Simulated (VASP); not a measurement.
Input:

```
CELL_PARAMETERS angstrom
      4.12652    -7.10864    -0.00430
      2.04650     3.54464     0.00000
     -0.00351     0.00202     6.69945
ATOMIC_POSITIONS crystal
  Zn 0.33306 0.33306 0.50077
  Cd 0.17273 0.67273 0.00406
  Cd 0.83580 0.33580 0.49763
  Cd 0.66001 0.66001 0.00138
  S  0.33125 0.33125 0.85325
  S  0.18439 0.68439 0.38810
  S  0.83576 0.33576 0.87997
  S  0.64699 0.64699 0.38285
```

The numbers are results of PBE GGA, VASP's PBE PAW potentials (set 64) (plane waves; VASP), not measurements. Run with 400 eV cut-off, Gaussian smearing of 0.050 eV, potentials Zn Cd S.

Give the energies of bands 27 to 40 at the high-symmetry points, in eV from the valence-band maximum.

```csv
band,Γ,Z,D,B,A,E,C2,Y2
27,-3.52,-3.34,-3.53,-2.64,-2.98,-3.99,-3.72,-2.60
28,-2.65,-3.22,-3.43,-2.38,-2.87,-3.98,-3.66,-2.50
29,-1.91,-2.61,-2.74,-2.01,-1.69,-1.57,-2.21,-1.54
30,-1.35,-2.54,-2.59,-1.92,-1.33,-1.53,-2.13,-1.38
31,-0.85,-2.47,-1.92,-1.57,-1.29,-1.41,-1.94,-1.29
32,-0.81,-2.42,-1.83,-1.19,-1.22,-1.31,-1.90,-1.19
33,-0.63,-1.36,-1.33,-0.56,-1.20,-1.30,-1.43,-0.55
34,-0.12,-1.30,-1.30,-0.53,-0.79,-1.23,-1.20,-0.46
35,-0.04,-1.23,-0.74,-0.43,-0.78,-1.21,-1.13,-0.33
36,0.00,-1.21,-0.73,-0.29,-0.73,-1.20,-1.02,-0.29
37,1.22,4.26,3.37,2.91,3.47,3.30,3.95,2.65
38,2.76,4.52,3.80,3.06,3.79,3.33,4.13,3.02
39,3.62,4.70,3.83,3.80,3.92,3.45,4.31,3.39
40,3.90,4.89,3.89,4.12,4.02,3.56,4.34,3.53
```

The gap is direct, 1.21 eV, from the valence maximum at Γ to the conduction minimum at Γ.

The structure was generated: Cd3ZnS4 was put into an ordered model structure (Pm), which need not be its known phase. It was relaxed first.
